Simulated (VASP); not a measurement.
Crystal: TaTe.

```
Ta Te
1.0
     3.37237    0.00000    0.00000
     0.00000    3.37237    0.00000
     0.00000    0.00000    3.37237
Ta Te
1 1
Direct
  0.50000 0.50000 0.50000
  0.00000 0.00000 0.00000
```

The cell was built by a generator and needn't be a form met in nature.

The cell isn't the ideal one: random cell by space group and Wyckoff sites (Pm-3m, No. 221).

| Quantity | Value |
| --- | --- |
| Program | VASP 6.6.1 |
| Task | relaxation of cell and atoms |
| Functional | PBE |
| Potentials or basis | VASP PAW PBE potentials, release 64 (Ta_pv, Te) |
| Cutoff | 600 eV |
| k mesh | 6 × 6 × 6 |
| Occupations | gaussian, width 0.1 eV |
| Spin | no spin polarisation |

At the start: pressure 6.8 GPa; volume 19.18 Å³/atom.

Q: How do energy, volume and symmetry change on relaxing?

A: Over 3 steps the energy falls by 16.7 meV/atom and the volume is 20.01 Å³/atom (+4.4 %); space group Pm-3m (No. 221, to 0.05 Å).

The path:
```csv
step,energy change (eV),largest force (eV/Å),pressure (GPa),volume (Å³)
1,0.0000,0.0000,6.81,38.35
2,0.0608,0.0000,-9.15,43.06
3,-0.0334,0.0000,-0.12,40.03
```

Final structure:
```
Ta Te
1.0
     3.42071    0.00000    0.00000
     0.00000    3.42071    0.00000
     0.00000    0.00000    3.42071
Ta Te
1 1
Direct
  0.50000 0.50000 0.50000
  0.00000 0.00000 0.00000
```
